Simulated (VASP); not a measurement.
MoSe₂ (2H layered): the band gap from VASP (plane waves, PAW) at several levels of theory. Gaps are without spin-orbit coupling. Each level names its cell: its own relaxed one, PBE's, or the starting one. A gap is the smallest over the k-mesh and a band path; hybrids may have named points in place of the path, and GW has the mesh alone. Without a dispersion term in the relaxation, distances and binding between the weakly bound layers, chains or molecules are unreliable, and so is what depends on them.

| level | band gap (eV) | error against measurement (eV) |
|---|---|---|
| LDA (own cell) | 0.72 | -0.37 |
| PBE (own cell) [volume +19 % from the start] | 1.41 | +0.32 |
| PBEsol (own cell) | 0.87 | -0.22 |

Measured: 1.09 eV (as given by Li et al., (2013), arXiv:1302.0733).

The cell of the LDA (own cell) run:

```cif
data_Mo2Se4
_chemical_formula_sum 'Mo2 Se4'
_space_group_name_H-M_alt 'P 1'
_space_group_IT_number 1
_cell_length_a 3.25006
_cell_length_b 3.25006
_cell_length_c 12.76838
_cell_angle_alpha 90.000
_cell_angle_beta 90.000
_cell_angle_gamma 120.000
loop_
_space_group_symop_operation_xyz
  'x, y, z'
loop_
_atom_site_label
_atom_site_type_symbol
_atom_site_fract_x
_atom_site_fract_y
_atom_site_fract_z
_atom_site_occupancy
Mo1 Mo 0.33333 0.66667 0.25000 1
Mo2 Mo 0.66667 0.33333 0.75000 1
Se1 Se 0.33333 0.66667 0.88014 1
Se2 Se 0.66667 0.33333 0.38014 1
Se3 Se 0.66667 0.33333 0.11986 1
Se4 Se 0.33333 0.66667 0.61986 1
```

Only levels that ran to the end are used. Left out are those held back, those with too coarse a band path, GW runs whose mesh misses a band edge, hybrids' fits of cells that aren't cubic and levels without matching references; a question may draw on a part of the rest.

The compound is MoSe2 in the 2H layered structure.
